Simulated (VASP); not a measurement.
Calculation: PBE GGA, VASP's PBE PAW potentials (set 64) (plane waves; VASP).

VASP ran on this input.

**POSCAR**
```
Mo
1
   -1.5800013705     1.5800013705     1.5800013705
    1.5800013705    -1.5800013705     1.5800013705
    1.5800013705     1.5800013705    -1.5800013705
Mo
1
Direct
  0.0000000000   0.0000000000   0.0000000000
```

**KPOINTS**
```
Automatic mesh
0
Gamma
16 16 16
0 0 0
```

**INCAR**
```
# general
SYSTEM   =  Mo
PREC     =  Accurate
ENCUT    =  480
LREAL    =  .FALSE.
LASPH    =  .TRUE.

# electronic loop
EDIFF    =  1E-7
NELM     =  100
ALGO     =  Normal
LMAXMIX  =  4

# smearing
ISMEAR   =  1
SIGMA    =  0.1

# functional
GGA      =  PE

# ions
IBRION   =  2
NSW      =  40
ISIF     =  3
EDIFFG   =  -0.01
PSTRESS  =  200

# output
LWAVE    =  .FALSE.
LCHARG   =  .FALSE.
```

POTCAR, in this order: Mo_sv (PBE.64 set). Program: vasp_std.

Energy and stress use the plane-wave basis of the starting cell.

Predict the energy per atom (σ→0), volume per atom, band gap (on the k-mesh).

The energy per atom (σ→0) is -10.880 eV/atom and the band gap (on the k-mesh) comes out as none (metal, semimetal or under 0.01 eV). The volume per atom is 14.79 Å^3/atom.

### OSZICAR
```
...
   4 F= -.90339243E+01 E0= -.90340109E+01  d E =-.632584E-01
       N       E                     dE             d eps       ncg     rms          rms(c)
DAV:   1    -0.108805792998E+02    0.21546E-02   -0.79197E-03  3352   0.128E+00    0.213E-01
DAV:   2    -0.108802908865E+02    0.28841E-03   -0.58616E-04  3322   0.311E-01    0.363E-02
DAV:   3    -0.108802680498E+02    0.22837E-04   -0.96305E-05  3477   0.124E-01    0.321E-02
DAV:   4    -0.108802727690E+02   -0.47191E-05   -0.15615E-06  3324   0.149E-02    0.149E-03
DAV:   5    -0.108802727931E+02   -0.24192E-07   -0.13927E-07  2229   0.471E-03
   5 F= -.90339539E+01 E0= -.90340349E+01  d E =-.632880E-01
```

The compound is Mo in the bcc structure. This run relaxes it under an external pressure of 20 GPa. Symmetry was kept, so distortions that lower it aren't found.
